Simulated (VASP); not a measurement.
An input for Ansatz (written as the equivalent of a VASP run, and not itself run):

Ansatz 0.2 input:
```yaml
crystal:
  lattice:
    - [1.7334300, 1.0007960, 5.5423470]
    - [-1.7334300, 1.0007960, 5.5423470]
    - [0.0000000, -2.0015930, 5.5423470]
  atoms:
    - { symbol: Y, position: [0.5000000, 0.5000000, 0.5000000] }
    - { symbol: Mg, position: [0.0000000, 0.0000000, 0.0000000] }
kpoints:
  mp_grid: { grid: [11, 11, 11] }
hamiltonian:
  xc: pbesol
  pseudopotentials: { kind: paw }
scf:
  occupations: { method: methfessel_paxton, width: 0.1 }
  max_iter: 100
relax:
  max_steps: 60
  f_tol: 0.01
  cell: {}
output: { forces: true, stress: true, eigenvalues: true }
```

Q: Translate this input to VASP (INCAR, KPOINTS, POSCAR, choice of POTCAR).

A: Several could match; the one computed here: 
**POSCAR**
```
YMg
1.0
  1.7334300000   1.0007960000   5.5423470000
 -1.7334300000   1.0007960000   5.5423470000
  0.0000000000  -2.0015930000   5.5423470000
Y Mg
1 1
Cart
  0.0000000000  -0.0000005000   8.3135205000
  0.0000000000   0.0000000000   0.0000000000
```

File KPOINTS:
```
Automatic mesh
0
Gamma
11 11 11
0 0 0
```

INCAR:
```
SYSTEM = YMg
PREC = Accurate
ENCUT = 400
EDIFF = 1E-6
NELM = 100
ALGO = Normal
LREAL = .FALSE.
LASPH = .TRUE.
ISMEAR = 1
SIGMA = 0.1
GGA = PS
LMAXMIX = 4
LWAVE = .FALSE.
LCHARG = .FALSE.
IBRION = 2
ISIF = 3
NSW = 60
EDIFFG = -0.01
```

POTCAR, in this order: Y_sv Mg (PBE.64 set). Program: vasp_std.

Limits of the translation: each code has its own PAW files, so the cut-off isn't converted (ENCUT is set for VASP's; basis.ecutwfc is left out, and Ansatz then takes the one that its files recommend); Ansatz stops its SCF on the density residual and VASP on the energy change (EDIFF).

The structure comes from a computed database's YMg entry (R-3m); how it stands against other phases isn't given here. This run relaxes it. Symmetry was kept, so distortions that lower it aren't found.
